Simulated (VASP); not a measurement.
# A slab model of the (1 1 0) face of BiTe

Aim: model the (1 1 0) face of BiTe by a slab and find how far its highest filled level lies below the vacuum. The start is a cell from a database of measured crystal structures.

Calculated with VASP 6.6.1; PBE; plane waves and PAW (Bi, Te).

## (1) The starting structure

The structure is cubic, space group Fm-3m (No. 225). Conventional cell: a = 6.470 Å, b = 6.470 Å, c = 6.470 Å, α = 90.00°, β = 90.00°, γ = 90.00°. Nearest to Bi lie 6 Te at 3.23 Å. Te has 6 Bi at 3.23 Å nearest. Farther neighbours and most contacts between anions are not listed.

Structure file:

```xyz
2
Lattice="0.0000 3.2350 3.2350 3.2350 0.0000 3.2350 3.2350 3.2350 0.0000" Properties=species:S:1:pos:R:3 pbc="T T T"
Bi    0.0000    0.0000    0.0000
Te    3.2350    3.2350    3.2350
```

## (2) The bulk reference

The surface energy counts from the bulk crystal, run with the slab's cutoff and functional on a dense mesh.

Contents of INCAR:

```
SYSTEM = BiTe
PREC = Normal
ENCUT = 300
EDIFF = 1E-05
NELM = 120
ISMEAR = 0
SIGMA = 0.05
LREAL = .FALSE.
ALGO = Fast
GGA = PE
LORBIT = 11
LWAVE = .FALSE.
LCHARG = .FALSE.
KPAR = 2
```

Contents of POSCAR:

```
BiTe
1.0
    0.0000000000      3.2350000000      3.2350000000
    3.2350000000      0.0000000000      3.2350000000
    3.2350000000      3.2350000000      0.0000000000
Bi Te
1 1
Direct
    0.0000000000      0.0000000000      0.0000000000
    0.5000000000      0.5000000000      0.5000000000
```

Contents of KPOINTS:

```
Automatic mesh
0
Gamma
11 11 11
0 0 0
```

The projector-augmented-wave data sets are Bi and Te (PBE family, release 64).

Started as:

```console
$ mpirun -np 2 vasp_std
```

The program printed:

```text
[banner, memory and clock lines left out]
running    2 mpi-ranks, on    1 nodes
 distrk:  each k-point on    1 cores,    2 groups
 distr:  one band on    1 cores,    1 groups

 POSCAR found type information on POSCAR BiTe
 POSCAR found :  2 types and       2 ions
 LDA part: xc-table for (Slater+PW92), standard interpolation
 POSCAR, INCAR and KPOINTS ok, starting setup
 FFT: planning ... GRIDC
 FFT: planning ... GRID_SOFT
 FFT: planning ... GRID
 WAVECAR not read
 entering main loop
       N       E                     dE             d eps       ncg     rms          rms(c)
DAV:   1     0.242675990969E+02    0.24268E+02   -0.27812E+03  1008   0.561E+02
DAV:   2    -0.605155535696E+01   -0.30319E+02   -0.29543E+02  1562   0.102E+02
DAV:   3    -0.717548910350E+01   -0.11239E+01   -0.11016E+01  1210   0.224E+01
DAV:   4    -0.718876310040E+01   -0.13274E-01   -0.13273E-01  1217   0.300E+00
DAV:   5    -0.718901203991E+01   -0.24894E-03   -0.24894E-03  1148   0.370E-01    0.669E+00
RMM:   6    -0.716358012494E+01    0.25432E-01   -0.39036E-02  1010   0.101E+00    0.391E+00
RMM:   7    -0.716652012168E+01   -0.29400E-02   -0.17985E-02  1060   0.796E-01    0.668E-01
RMM:   8    -0.716610656062E+01    0.41356E-03   -0.28473E-03  1039   0.380E-01    0.453E-02
RMM:   9    -0.716616668942E+01   -0.60129E-04   -0.47172E-04  1268   0.154E-01    0.320E-02
RMM:  10    -0.716617645366E+01   -0.97642E-05   -0.11021E-04  1092   0.677E-02    0.260E-02
RMM:  11    -0.716616850850E+01    0.79452E-05   -0.91659E-06   649   0.226E-02
   1 F= -.71661685E+01 E0= -.71651957E+01  d E =-.194570E-02
```

It took 3.8 s on 2 MPI ranks of Intel Xeon 6975P-C (Granite Rapids), shared host; peak memory 0.25 GiB; 6.2 s of CPU time.

The logs omit lines about the potential files and the build; timing stands in the text.

From OUTCAR (step 2):

```text
ion  position               nearest neighbor table
   1  0.000  0.000  0.000-   2 3.23   2 3.23   2 3.23   2 3.23   2 3.23   2 3.23
   2  0.500  0.500  0.500-   1 3.23   1 3.23   1 3.23   1 3.23   1 3.23   1 3.23

  LATTYP: Found a face centered cubic cell.
 ALAT       =     6.4700000000

 Subroutine GETGRP returns: Found 48 space group operations
 (whereof 48 operations were pure point group operations)

The static configuration has the point symmetry O_h .

 Found     56 irreducible k-points:

   k-points           NKPTS =     56   k-points in BZ     NKDIM =     56   number of bands    NBANDS=      9

   dimension x,y,z NGX =    20 NGY =   20 NGZ =   20
   dimension x,y,z NGXF=    40 NGYF=   40 NGZF=   40

   ENCUT  =  300.0 eV  22.05 Ry    4.70 a.u.   6.46  6.46  6.46*2*pi/ulx,y,z

   NELECT =      11.0000    total number of electrons

 k-points in reciprocal lattice and weights: Automatic mesh
   0.00000000  0.00000000  0.00000000       0.001
   0.09090909  0.00000000  0.00000000       0.006
   0.18181818  0.00000000  0.00000000       0.006
   0.27272727  0.00000000  0.00000000       0.006
   0.36363636  0.00000000  0.00000000       0.006
   0.45454545  0.00000000  0.00000000       0.006
   0.09090909  0.09090909  0.00000000       0.005
   0.18181818  0.09090909  0.00000000       0.018
   0.27272727  0.09090909  0.00000000       0.018
[...]
-0.36363636  0.45454545  0.18181818       0.018
  -0.27272727  0.45454545  0.18181818       0.018

 average (electrostatic) potential at core
       1 -61.4502       2 -88.9051

 E-fermi :   6.0637

 k-point     1 :       0.0000    0.0000    0.0000
  band No.  band energies     occupation
      1      -7.4418      2.00000
      2      -2.0440      2.00000
      3       3.5350      2.00000
      4       3.5350      2.00000
      5       3.5350      2.00000
      6       8.2373      0.00000
      7       8.2373      0.00000
      8       8.2373      0.00000
      9      10.7310      0.00000

 k-point     2 :       0.0909    0.0000    0.0000
  band No.  band energies     occupation
      1      -7.3678      2.00000
      2      -2.2309      2.00000
      3       3.5586      2.00000
      4       3.5586      2.00000
      5       3.6124      2.00000
      6       7.8734      0.00000
      7       7.9384      0.00000
      8       7.9384      0.00000
      9      10.6240      0.00000

 k-point     3 :       0.1818    0.0000    0.0000
  band No.  band energies     occupation
      1      -7.1478      2.00000
      2      -2.7316      2.00000
      3       3.6335      2.00000
      4       3.6335      2.00000
      5       3.7983      2.00000
      6       7.1328      0.00000
      7       7.2786      0.00000
      8       7.2786      0.00000
      9      10.6399      0.00000

  Total        0.2717130      0.2717130      0.2717130      0.0000000      0.0000000      0.0000000
  in kB        6.4293657      6.4293657      6.4293657      0.0000000      0.0000000      0.0000000
  external PRESSURE =       6.4293657 kB  Pullay stress =       0.0000000 kB

  energy-cutoff  :      300.00
  volume of cell :       67.71
      direct lattice vectors                 reciprocal lattice vectors
     0.000000000  3.235000000  3.235000000    -0.154559505  0.154559505  0.154559505
     3.235000000  0.000000000  3.235000000     0.154559505 -0.154559505  0.154559505
     3.235000000  3.235000000  0.000000000     0.154559505  0.154559505 -0.154559505

 POSITION                                       TOTAL-FORCE (eV/Angst)
 -----------------------------------------------------------------------------------
      0.00000      0.00000      0.00000        -0.000000     -0.000000      0.000000
      3.23500      3.23500      3.23500         0.000000      0.000000     -0.000000
 -----------------------------------------------------------------------------------
    total drift:                                0.000000      0.000000      0.000000

  FREE ENERGIE OF THE ION-ELECTRON SYSTEM (eV)
  ---------------------------------------------------
  free  energy   TOTEN  =        -7.1661685085 eV

  energy  without entropy=       -7.1642228089  energy(sigma->0) =       -7.16519566

 total charge
# of ion       s       p       d       tot
------------------------------------------
    1        1.776   1.696   0.085   3.558
    2        1.417   1.869   0.037   3.323
--------------------------------------------------
tot          3.194   3.565   0.122   6.881

[... 3 further parts left out ...]
```

This run has no spin polarisation. Its electron count is odd, so without a moment it is a metal by construction. The data set Bi keeps the semicore shell frozen, which is cheaper and a little less accurate.

This step gave:

```
electronic cycles                               : 11
electrons                                       : 11
free energy (TOTEN)                             : -7.166 eV
energy at zero smearing                         : -7.165 eV
Fermi energy                                    : 6.064 eV
labelled metallic, from the levels on this mesh : yes
```

Semilocal functionals make gaps too small and can close small ones, so a metal at this level may be a semiconductor in fact.

Energy at zero smearing: -7.16520 eV.

(Part 1 of 5 ends here.)

[Lines on the potential files, build, host, timing and source positions are cut from VASP's logs without a mark.]

[Logs are printed without paths, hosts, clocks, repeated set-up lines and the standing remarks that a program may print on its own settings, such as how far it seeks lower states.]

[Hosts, paths, dates, database ids (printed as entryN), source tags and the programs' standing remarks are cut or masked in the printed files.]

[In band tables of VASP the shares of atoms and orbitals are scaled to a sum of 1 inside the atoms' spheres.]

[Runs that stopped without an error message from VASP are left out.]
